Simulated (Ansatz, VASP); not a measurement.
## Cross-check of Mg48H95 (V_H) between VASP and Ansatz

One calculation is typed for both programs; each brings its own data sets. How far apart do they land? The cell is taken from a series of runs on this material, whose earlier steps may have relaxed, scaled, displaced or heated it; both programs get it as it stands.

Method: plane waves, with VASP 6.6.1 beside it; single point at PBEsol, in Ansatz 0.2.0.

### 1. The starting structure

The cell holds 143 atoms: 48 Mg and 95 H. Cell: a = 10.787 Å, b = 16.181 Å, c = 12.663 Å, α = 54.1°, β = 54.1°, γ = 71.9°. It derives from MgH2 (MgH2 (P4_2/mnm)). Nearest the centre at fractional (0.473, 0.518, 0.625): Mg37 at 1.78 Å, Mg16 at 1.85 Å, Mg47 at 1.85 Å, H79 at 2.46 Å, H74 at 2.75 Å, H77 at 2.76 Å, H117 at 2.76 Å, H128 at 2.76 Å. The cell carries charge +1.

### 2. VASP: single point, PBEsol

A single point gives forces, pressure and levels at one fixed geometry, so differences don't come from the geometry; what else differs is listed under the comparison.

Lines of VASP's logs that name or quote its potential files are left out, and so is its time.

Contents of INCAR:

```
SYSTEM = Mg48H95
PREC = Accurate
ENCUT = 520
EDIFF = 1E-06
NELM = 120
ISMEAR = -1
SIGMA = 0.01
LREAL = Auto
ALGO = Normal
GGA = PS
NELECT = 190
NBANDS = 195
LORBIT = 11
LWAVE = .FALSE.
LCHARG = .FALSE.
ISIF = 2
LASPH = .TRUE.
GGA_COMPAT = .FALSE.
EFERMI = MIDGAP
```

Contents of POSCAR:

```
Mg48H95
1.0
    0.0000000000      8.9543703058      6.0154813993
   13.4315554587      0.0000000000      9.0232220990
    8.9543703058      8.9543703058      0.0000000000
Mg H
48 95
Direct
    0.1252707654      0.0832573037      0.1244878741
    0.3739346247      0.2506083069      0.3747952550
[... 3 atom lines left out ...]
    0.3754318134      0.2492068907      0.8750178319
[... 2 atom lines left out ...]
    0.1253692749      0.4168056365      0.1249470584
    0.3765258560      0.5828225840      0.3758418883
    0.0011391519      0.3347210708      0.9980359490
[... 1 atom line left out ...]
    0.1254001166      0.4168480400      0.6237451249
    0.3763033372      0.5829775722      0.8725230857
[... 1 atom line left out ...]
    0.2620639212      0.4969578042      0.7458701344
[... 4 atom lines left out ...]
    0.1273731702      0.7489739443      0.6242543983
[... 12 atom lines left out ...]
    0.8768381514      0.5832584517      0.3737695906
    0.4999984113      0.3332249869      0.9998661123
    0.7509954042      0.5001663657      0.2490767545
    0.6139239324      0.4243334165      0.6246122272
[... 1 atom line left out ...]
    0.5002430339      0.3331235086      0.4997171257
    0.7507164392      0.5003116942      0.7490426077
    0.6256357860      0.7499935367      0.1237656089
[... 2 atom lines left out ...]
    0.7485619308      0.8328355758      0.2507762306
    0.6252032763      0.7502610053      0.6249036336
[... 1 atom line left out ...]
    0.5053810157      0.6587879099      0.5028519474
[... 8 atom lines left out ...]
    0.2770130506      0.3144495705      0.1255614103
[... 7 atom lines left out ...]
    0.2770728888      0.3146107901      0.6226204426
[... 1 atom line left out ...]
    0.2522583411      0.4995576288      0.0967791298
[... 7 atom lines left out ...]
    0.2514007271      0.4977107221      0.5970537588
    0.2233396896      0.3493238670      0.8771367015
[... 1 atom line left out ...]
    0.2490508543      0.4993672322      0.9041606133
    0.0350181030      0.4831184203      0.8687402838
    0.2789036511      0.6477491785      0.6233042688
[... 2 atom lines left out ...]
    0.2237289552      0.6847180593      0.3755955273
[... 5 atom lines left out ...]
    0.0003761177      0.6670775628      0.8472390082
[... 1 atom line left out ...]
    0.2237020209      0.6850485154      0.8749432198
[... 20 atom lines left out ...]
    0.7705324768      0.3196968397      0.6238274082
[... 2 atom lines left out ...]
    0.7232315627      0.3515130041      0.3742140181
[... 2 atom lines left out ...]
    0.7518021045      0.5018166053      0.3992187588
    0.5284269599      0.4815076923      0.3724464396
    0.7782281301      0.6488259810      0.1223654659
    0.5002317381      0.3302520807      0.8503268981
    0.7538326219      0.5002434734      0.5957864183
    0.7229888206      0.3515205097      0.8767328580
[... 1 atom line left out ...]
    0.4981307851      0.3320781836      0.6531880825
[... 1 atom line left out ...]
    0.5282117342      0.4815489186      0.8739518191
    0.7780660111      0.6489228574      0.6233711811
    0.5033715474      0.6665774535      0.3442873766
[... 1 atom line left out ...]
    0.7268033994      0.6847995522      0.3738700052
[... 3 atom lines left out ...]
    0.5258311912      0.8102745183      0.3780839049
[... 1 atom line left out ...]
    0.5011552785      0.6655427915      0.8479696328
[... 3 atom lines left out ...]
    0.5012694880      0.6684616991      0.6513294107
[... 2 atom lines left out ...]
    0.7783183682      0.9816954866      0.6232510310
```

Contents of KPOINTS:

```
Automatic mesh
0
Gamma
1 1 1
0 0 0
```

Potentials, in the order of the species: Mg and H (PBE family, release 64).

Launch:

```
> export OMP_NUM_THREADS=3
> mpirun -np 1 vasp_gam
```

Numbers of over 12 decimals in the logs are rounded to 6 here.

Log:

```text
[banner, memory and clock lines left out]
running    1 mpi-ranks, on    1 nodes
[...]
Offloading initialized ...    1 GPUs detected
[...]
|                                                                             |
|               ----> ADVICE to this user running VASP <----                  |
|                                                                             |
|     You enforced a specific xc type in the INCAR file but a different       |
|     [... a line on the potential file left out ...]
|     I HOPE YOU KNOW WHAT YOU ARE DOING!                                     |
|                                                                             |

 LDA part: xc-table for (Slater+PW92), standard interpolation
 POSCAR, INCAR and KPOINTS ok, starting setup
[...]
entering main loop
       N       E                     dE             d eps       ncg     rms          rms(c)
DAV:   1     0.540298248053E+03    0.54030E+03   -0.71787E+04   390   0.817E+02
DAV:   2    -0.315605777609E+03   -0.85590E+03   -0.70470E+03   588   0.141E+02
DAV:   3    -0.446481777732E+03   -0.13088E+03   -0.12815E+03   476   0.487E+01
DAV:   4    -0.450218285858E+03   -0.37365E+01   -0.37305E+01   476   0.877E+00
DAV:   5    -0.450235862749E+03   -0.17577E-01   -0.17576E-01   452   0.723E-01BRMIX: very serious problems
 the old and the new charge density differ
 old charge density:   191.00000 new  190.00000
    0.297E+01
DAV:   6    -0.429119717074E+03    0.21116E+02   -0.11225E+01   444   0.476E+00    0.153E+01
DAV:   7    -0.421537444595E+03    0.75823E+01   -0.16176E+01   468   0.606E+00    0.235E+00
DAV:   8    -0.421696703459E+03   -0.15926E+00   -0.11506E+00   420   0.167E+00    0.104E+00
DAV:   9    -0.421694071942E+03    0.26315E-02   -0.47495E-02   484   0.363E-01    0.480E-01
[...]
DAV:  13    -0.421693102569E+03   -0.12994E-04   -0.13152E-04   460   0.201E-02    0.135E-02
DAV:  14    -0.421693099104E+03    0.34655E-05   -0.21339E-05   444   0.821E-03    0.571E-03
DAV:  15    -0.421693098956E+03    0.14727E-06   -0.71188E-06   436   0.406E-03
   1 F= -.42169310E+03 E0= -.42169310E+03  d E =-.562010E-21
```

Parts of OUTCAR (step 2):

```text
  FREE ENERGIE OF THE ION-ELECTRON SYSTEM (eV)
  ---------------------------------------------------
  free  energy   TOTEN  =      -421.6930989564 eV

  energy  without entropy=     -421.6930989564  energy(sigma->0) =     -421.69309896
```

The run ends at a pressure of -0.79 GPa, with forces up to 2.0 eV/Å.

[end of part 1 of 2]

[Lines on the potential files, build, host, timing and source positions are cut from VASP's logs without a mark.]

[Logs are printed without paths, hosts, clocks, repeated set-up lines and the standing remarks that a program may print on its own settings, such as how far it seeks lower states.]

[Hosts, paths, dates, database ids (printed as entryN), source tags and the programs' standing remarks are cut or masked in the printed files.]
